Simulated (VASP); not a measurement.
Write the native input for VASP 6.6.1 that does the following.

```
Task                   : single point
Functional             : PBE
Potentials or basis    : VASP PAW PBE potentials, release 64 (Rh_pv, N)
Cutoff                 : 520 eV
k mesh                 : 7 × 7 × 4
Occupations            : gaussian, width 0.05 eV
Spin                   : collinear spin, ferrimagnetic start
Starting moments       : [0.6, -0.3, 0.0, 0.0] μB
Hubbard terms          : Rh d U = 2 eV
Supercell matrix       : [1, 0, 0, 0, 1, 0, 0, 0, 2]
Further INCAR settings : ALGO = Normal; EDIFF = 1e-07; NBANDS = 32
```

The structure of RhN lies in POSCAR:

```
RhN
1.0
    2.9628278700      0.0000000000      0.0000000000
   -1.4814139400      2.5658842000      0.0000000000
    0.0000000000      0.0000000000      5.7831464200
Rh N
2 2
Direct
    0.0000000000      0.0000000000      0.0000000000
    0.0000000000      0.0000000000      0.5000000000
    0.6666666667      0.3333333333      0.2500000000
    0.6666666667      0.3333333333      0.7500000000
```

The cell comes from a database or a generator and needn't be the stable form of this composition.

One way to write it, as run:

INCAR

```
SYSTEM = RhN
ALGO = Normal ; EDIFF = 1E-7
ENCUT = 520 ; GGA = PE
ISIF = 2 ; ISMEAR = 0
ISPIN = 2 ; LASPH = .True.
LCHARG = .False. ; LDAU = .True.
LDAUJ = 0 0 ; LDAUL = 2 -1
LDAUPRINT = 1 ; LDAUTYPE = 2
LDAUU = 2 0 ; LMAXMIX = 4
LORBIT = 11 ; LREAL = .False.
LWAVE = .False. ; MAGMOM = 0.6 -0.3 0 0
NBANDS = 32 ; NELM = 60
PREC = Accurate ; SIGMA = 0.05
```

KPOINTS

```
k-points
0
Gamma
  7 7 4
  0 0 0
```

Potentials or basis: VASP PAW PBE potentials, release 64 (Rh_pv, N).

Run with:

```bash
$ cat potpaw_PBE.64/Rh_pv/POTCAR potpaw_PBE.64/N/POTCAR > POTCAR
$ mpirun -np 1 vasp_std > vasp.out
```

It gave:

```yaml
Pressure: -13.8 GPa
Band_gap_on_the_k_mesh: none (metal or under the smearing width)
Net_moment: 0.00 μB per cell
Site_moments: Rh +0.09, -0.09; N +0.00 μB
Valence_electrons_inside_the_program's_atomic_spheres: Rh 13.65; N 3.50
```

It took 61 s on 1 thread of Intel(R) Xeon(R) 6975P-C (Granite Rapids), on a shared host, peak memory 0.21 GiB.
